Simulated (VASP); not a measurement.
Input of a VASP 6.6.1 run:

File POSCAR:

```
H3SNO2
1.0
    6.4728650000      0.0000000000      0.0000000000
    0.0000000000      6.4728650000      0.0000000000
    0.0000000000      0.0000000000      6.4728650000
S O N H
3 6 3 9
Direct
    0.2353671828      0.4405159076      0.0545353564
    0.9769089885      0.1420545616      0.6387434312
    0.7022083730      0.6783086006      0.2805094807
    0.3264396832      0.2917255342      0.1957247679
    0.2840164286      0.6536363728      0.1155747880
    0.9087475175      0.3472959810      0.7019766363
    0.8056710591     -0.0055307812      0.6613763766
    0.7158344875      0.8416674842      0.1305913224
    0.7101492152      0.4737005947      0.2006221356
    0.1194988618      0.6834222558      0.5210212170
    0.4957310248      0.4679844242      0.8040798008
    0.2490396447      0.0099028792      0.8588932412
    0.0448642139      0.7240225155      0.6472558906
    0.1224496417      0.7948566825      0.4194433222
    0.0697681784      0.5539278202      0.4560268135
    0.5934157440      0.5136828900      0.9188821333
    0.5769933407      0.3672871287      0.7130845460
    0.4359120729      0.5862473572      0.7288580868
    0.3921601949      0.0458838551      0.7919831481
    0.2486225188     -0.0043257507      1.0170766732
    0.2002822552     -0.1430587537      0.8046977652
```

File INCAR.step1:

```
SYSTEM = H3SNO2
PREC = Accurate
ENCUT = 520
ISMEAR = -1
SIGMA = 0.05
LREAL = Auto
LASPH = .True.
NELM = 100
NBANDS = 55
GGA = PE
ALGO = Normal
EDIFF = 1E-4
LWAVE = .True.
LCHARG = .False.
```

Contents of INCAR.step2:

```
SYSTEM = H3SNO2
PREC = Accurate
ENCUT = 520
EDIFF = 1E-6
ISMEAR = -1
SIGMA = 0.05
LREAL = Auto
LASPH = .True.
NELM = 100
ALGO = Normal
ISIF = 2
LWAVE = .False.
LCHARG = .False.
METAGGA = R2SCAN
LMIXTAU = .True.
IVDW = 12
VDW_S6 = 1.0
VDW_S8 = 0.78981345
VDW_A1 = 0.49484001
VDW_A2 = 5.73083694
NBANDS = 55
ISTART = 1
```

Contents of KPOINTS:

```
Automatic mesh
0
Gamma
  1 1 1
  0 0 0
```

Potentials or basis: VASP PAW PBE potentials, release 64 (S, O, N, H).

Run with:

```bash
$ cat potpaw_PBE.64/S/POTCAR potpaw_PBE.64/O/POTCAR potpaw_PBE.64/N/POTCAR potpaw_PBE.64/H/POTCAR > POTCAR
$ cp INCAR.step1 INCAR
$ mpirun -np 1 vasp_gam > vasp.out
$ cp INCAR.step2 INCAR
$ mpirun -np 1 vasp_gam > vasp.out
```

Question: What does it give for the pressure?

Answer: 0.2 GPa.

Question: Estimate the dispersion energy per atom.

Answer: -0.033 eV.

Question: Estimate the band gap on the k mesh.

Answer: 3.00 eV, direct.

Question: Estimate the largest force.

Answer: 3.044 eV/Å.

Forces on the atoms (eV/Å):
```
S    1.024  0.342  0.579
S   -1.918  0.237 -0.085
S   -0.269  1.125  0.306
O   -0.591 -0.144 -0.162
O   -0.566 -0.465 -0.421
O    0.833 -0.334 -0.048
O    1.067  0.227 -0.086
O    0.134  0.053  0.226
O    0.476 -0.930 -0.015
N    1.403 -0.595  0.270
N    0.420 -1.244  1.139
N   -0.755 -2.476 -1.180
H   -1.328 -0.197  0.512
H    0.170  1.277 -1.097
H   -0.221 -0.738  0.075
H    0.003  0.043 -0.409
H   -0.395  0.305  0.049
H   -0.330  0.922 -0.970
H   -1.030 -0.384  0.937
H    0.479  0.421 -0.511
H    1.395  2.554  0.892
```

Caveat: the PAW data sets were made with another functional, which shifts forces and pressure a little. r2SCAN opens gaps a little over a GGA but as a rule still falls short of measured ones.
